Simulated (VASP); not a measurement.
# HfN: energy against the displacement of an atom

HfN (rock salt, Fm-3m, 11.318 Å³/atom and stress up to 0.17 GPa in the relaxed cell, cube axes along x, y and z) under a displacement u of the N atom at (2.245, 2.245, 2.245) Å, one of 2 in the cell, and of all its periodic images, along (1, 1, 1). PBEsol in VASP (plane waves, PAW), 600 eV, 18×18×18 Γ-centred mesh, Methfessel-Paxton smearing 0.10 eV; the cell and the other atoms are held.

Here q stands for square of the displacement and y for E less E0.

| square of the displacement (Å²) | E less E0 (meV/cell) |
|---|---|
| 0.0000 | 0.0 |
| 0.0004 | 2.4 |
| 0.0016 | 9.9 |
| 0.0049 | 30.4 |
| 0.0324 | ? |

Taking a straight line for y over the 4 complete rows: Means: q 0.0017250, y 10.68. About the means, the sum of products is 0.092102 and the sum of squares of q is 1.4827e-5; the slope is their ratio. Least squares gives y = -0.04 + 6212·q. Residuals (row less fit): 0.04, -0.04, 0.00, 0.00; standard error 0.04 (degrees of freedom: 2). The runs give the same energy for u and −u. Twice the slope is the force constant of this zone-centre displacement, 12.42 ± 0.02 eV/Å².

Predict the withheld y at q = 0.0324 from the fit, and compare with the calculation.

y = -0.04 + 6212 × 0.0324 = 201.23 meV/cell. The calculation gives 198.5 meV/cell, 2.73 meV/cell below the prediction (1.4 % of the range of y in the table). The row lies outside the fitted rows, so this is an extrapolation. The scatter of the fitted rows lies at the last printed digit.

A polynomial of degree 2 through the 6 other runs of the series gives 198.5 there, so most of the miss is curvature that the fit leaves out. In a metal these values are sensitive to mesh and smearing; energies are taken to zero smearing, stresses follow the free energy. For HfN: the electron count is odd and the run is not spin-polarised, which forces a metal. Rows are the converged runs of the series near zero and its far end, less any whose ions stayed unrelaxed beside relaxed ones; series whose fitted rows scatter by over a few per cent of the range, as at a crossing or softening among them, aren't shown in this form. Most that stay on the fit to the last digits aren't either.
